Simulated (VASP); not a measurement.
An input for Quantum ESPRESSO's pw.x (written as the equivalent of a VASP run, and not itself run):

```
&CONTROL
  calculation = 'vc-relax'
  pseudo_dir = './pseudo'
  outdir = './out'
  tprnfor = .true.
  tstress = .true.
  nstep = 40
  forc_conv_thr = 0.00078
/
&SYSTEM
  ibrav = 0
  nat = 2
  ntyp = 2
  ecutwfc = 88
  occupations = 'smearing'
  smearing = 'gaussian'
  degauss = 0.003675
  input_dft = 'pbe'
/
&ELECTRONS
  conv_thr = 7.3e-08
  electron_maxstep = 100
/
&IONS
/
&CELL
  press = 50
/
ATOMIC_SPECIES
  Na 22.990 Na.upf
  F 18.998 F.upf
CELL_PARAMETERS angstrom
     0.0000000    2.3460491    2.3460491
     2.3460491    0.0000000    2.3460491
     2.3460491    2.3460491    0.0000000
ATOMIC_POSITIONS crystal
  Na   0.0000000  0.0000000  0.0000000
  F    0.5000000  0.5000000  0.5000000
K_POINTS automatic
  10 10 10 0 0 0
```

Question: Write the VASP files for the same calculation (PBE).

Answer: Several could match; the one computed here: 
File KPOINTS:
```
Automatic mesh
0
Gamma
10 10 10
0 0 0
```

INCAR:
```
SYSTEM = NaF
PREC = Accurate
ENCUT = 620
EDIFF = 1E-6
NELM = 100
ALGO = Normal
LREAL = .FALSE.
LASPH = .TRUE.
ISMEAR = 0
SIGMA = 0.05
GGA = PE
LWAVE = .FALSE.
LCHARG = .FALSE.
IBRION = 2
ISIF = 3
NSW = 40
EDIFFG = -0.02
PSTRESS = 50
```

File POSCAR:
```
NaF
1
    0.0000000000     2.3460490615     2.3460490615
    2.3460490615     0.0000000000     2.3460490615
    2.3460490615     2.3460490615     0.0000000000
Na F
1 1
Direct
  0.0000000000   0.0000000000   0.0000000000
  0.5000000000   0.5000000000   0.5000000000
```

POTCAR, in this order: Na_pv F (PBE.64 set). Program: vasp_std.

Limits of the translation: the potentials are each code's own (VASP's PAW set, PseudoDojo norm-conserving files in pw.x), so ENCUT and ecutwfc are chosen apart and not converted; conv_thr bounds pw.x's estimated SCF error, while EDIFF bounds the energy change between steps; forc_conv_thr acts on force components and is met together with etot_conv_thr.

The compound is NaF in the rock salt structure. This run relaxes it under an external pressure of 5 GPa. Symmetry was kept, so distortions that lower it aren't found.
